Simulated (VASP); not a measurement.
OSZICAR of a VASP run on MnV$_{3}$ (space group Fm-3m):

### OSZICAR
```
       N       E                     dE             d eps       ncg     rms          rms(c)
DAV:   1     0.544467086828E+03    0.54447E+03   -0.24049E+04  1560   0.119E+03
DAV:   2    -0.118858638037E+02   -0.55635E+03   -0.53973E+03  1472   0.459E+02
DAV:   3    -0.412086633612E+02   -0.29323E+02   -0.27562E+02  1796   0.113E+02
DAV:   4    -0.419084995130E+02   -0.69984E+00   -0.69480E+00  1640   0.153E+01
DAV:   5    -0.419190833591E+02   -0.10584E-01   -0.10579E-01  1640   0.215E+00    0.359E+01
DAV:   6    -0.421172130839E+02   -0.19813E+00   -0.60367E+01  1668   0.574E+01    0.306E+01
DAV:   7    -0.464389327118E+02   -0.43217E+01   -0.69060E+01  1952   0.530E+01    0.339E+01
DAV:   8    -0.383895803721E+02    0.80494E+01   -0.19482E+01  1812   0.244E+01    0.108E+01
DAV:   9    -0.379935922340E+02    0.39599E+00   -0.53325E+00  1828   0.126E+01    0.743E+00
DAV:  10    -0.377534382907E+02    0.24015E+00   -0.52022E-01  1756   0.456E+00    0.355E+00
DAV:  11    -0.377051279233E+02    0.48310E-01   -0.20156E-01  1660   0.240E+00    0.219E+00
DAV:  12    -0.376990895922E+02    0.60383E-02   -0.24414E-02  1636   0.110E+00    0.590E-01
DAV:  13    -0.376988169066E+02    0.27269E-03   -0.76134E-03  1736   0.651E-01    0.229E-01
DAV:  14    -0.376992338426E+02   -0.41694E-03   -0.28540E-03  1816   0.403E-01    0.275E-01
DAV:  15    -0.376991259023E+02    0.10794E-03   -0.33523E-04  1688   0.116E-01    0.176E-01
DAV:  16    -0.376991709842E+02   -0.45082E-04   -0.38793E-05  1696   0.305E-02    0.170E-01
DAV:  17    -0.376988170844E+02    0.35390E-03   -0.10424E-03  1844   0.177E-01    0.131E-01
DAV:  18    -0.376981849140E+02    0.63217E-03   -0.73139E-03  1840   0.465E-01    0.127E-01
DAV:  19    -0.376977774046E+02    0.40751E-03   -0.81350E-03  1832   0.457E-01    0.781E-02
DAV:  20    -0.376977718991E+02    0.55055E-05   -0.13505E-03  1888   0.174E-01    0.336E-02
DAV:  21    -0.376978016913E+02   -0.29792E-04   -0.10981E-04  1776   0.558E-02    0.415E-02
DAV:  22    -0.376977841118E+02    0.17579E-04   -0.78162E-04  1816   0.147E-01    0.244E-02
DAV:  23    -0.376977963166E+02   -0.12205E-04   -0.62854E-04  1828   0.130E-01    0.155E-02
DAV:  24    -0.376978016376E+02   -0.53211E-05   -0.28365E-05  1648   0.381E-02    0.106E-02
DAV:  25    -0.376978018461E+02   -0.20849E-06   -0.63960E-05  1844   0.418E-02    0.724E-03
DAV:  26    -0.376978023958E+02   -0.54974E-06   -0.16652E-05  1672   0.197E-02    0.697E-03
DAV:  27    -0.376978022422E+02    0.15367E-06   -0.11100E-05  1592   0.217E-02    0.204E-03
DAV:  28    -0.376978022387E+02    0.35116E-08   -0.11320E-06   732   0.628E-03
   1 F= -.37697802E+02 E0= -.37605133E+02  d E =-.185338E+00  mag=     0.0003
```

Task: Which electronic solver shows in the log?

Result: It is blocked Davidson (ALGO = Normal, or the opening steps of other solvers). The INCAR had ALGO = Normal.

Task: How was spin treated?

Result: Collinear spin (ISPIN = 2): the summary line carries one mag value, 0.00 μB in the cell.

Task: Can the final energy be trusted as converged?

Result: Self-consistency was reached. It stopped with EDIFF = 1E-6, NELM = 100 (PBEsol GGA, plane waves, VASP's PBE PAW potentials (set 64)).  The moments were started parallel, and other spin orders were not tried in this run.

The structure was generated: MnV3 was put into an ordered model structure, which need not be its known phase. The cell was not relaxed at this level. The k-mesh is coarse (spacing up to 0.35 per Å, 2π included), so the numbers may not be converged in it.
